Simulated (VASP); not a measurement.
The system is Be3ZnTe4.

```
Be Zn Te
1.0
     2.01500    1.16336   13.16667
    -2.01500    1.16336   13.16667
     0.00000   -2.32672   13.16667
Be Zn Te
3 1 4
Cartesian
  0.0000 0.0000 9.8750
  0.0000 0.0000 19.7500
  0.0000 0.0000 29.6250
  0.0000 0.0000 0.0000
  0.0000 0.0000 37.0313
  0.0000 0.0000 7.4063
  0.0000 0.0000 17.2813
  0.0000 0.0000 27.1563
```

The cell was built by a generator and needn't be a form met in nature.

```yaml
Program: VASP 6.6.1
Task: relaxation of cell and atoms
Functional: PBE
Potentials_or_basis: VASP PAW PBE potentials, release 64 (Be, Zn, Te)
Cutoff: 520 eV
k_mesh: 4 × 4 × 4
Occupations: gaussian, width 0.15 eV
Spin: no spin polarisation
```

At the start: pressure 4.3 GPa; volume 23.15 Å³/atom.

Problem. Where does the relaxation end?

Solution. Over 9 steps the energy falls by 50.6 meV/atom and the volume is 24.52 Å³/atom (+5.9 %); space group R3m (No. 160, to 0.05 Å).

The path:
| step | energy change (eV) | largest force (eV/Å) | pressure (GPa) | volume (Å³) |
| --- | --- | --- | --- | --- |
| 1 | 0.0000 | 1.6385 | 4.26 | 185.19 |
| 2 | -0.2940 | 0.5430 | -1.31 | 202.19 |
| 3 | -0.2972 | 0.6434 | -0.76 | 200.32 |
| 4 | -0.3422 | 0.3383 | -0.31 | 198.17 |
| 5 | -0.3637 | 0.4515 | 0.21 | 195.95 |
| 6 | -0.3650 | 0.4888 | 0.46 | 195.30 |
| 7 | -0.3880 | 0.2494 | 0.10 | 196.29 |
| 8 | -0.3957 | 0.2270 | -0.22 | 197.32 |
| 9 | -0.4052 | 0.0699 | -0.14 | 196.18 |

Final structure:
```yaml
crystal:
  lattice:
    - [2.05741, 1.18785, 13.37903]
    - [-2.05741, 1.18785, 13.37903]
    - [0.00000, -2.37570, 13.37903]
  atoms:
    - { symbol: Be, position: [0.24762, 0.24762, 0.24762] }
    - { symbol: Be, position: [0.49991, 0.49991, 0.49991] }
    - { symbol: Be, position: [0.75294, 0.75294, 0.75294] }
    - { symbol: Zn, position: [0.99922, 0.99922, 0.99922] }
    - { symbol: Te, position: [0.93314, 0.93314, 0.93314] }
    - { symbol: Te, position: [0.18636, 0.18636, 0.18636] }
    - { symbol: Te, position: [0.43869, 0.43869, 0.43869] }
    - { symbol: Te, position: [0.69212, 0.69212, 0.69212] }
```

Caveat: the k mesh is coarse (spacing up to 0.45 Å⁻¹), so the values aren't converged.
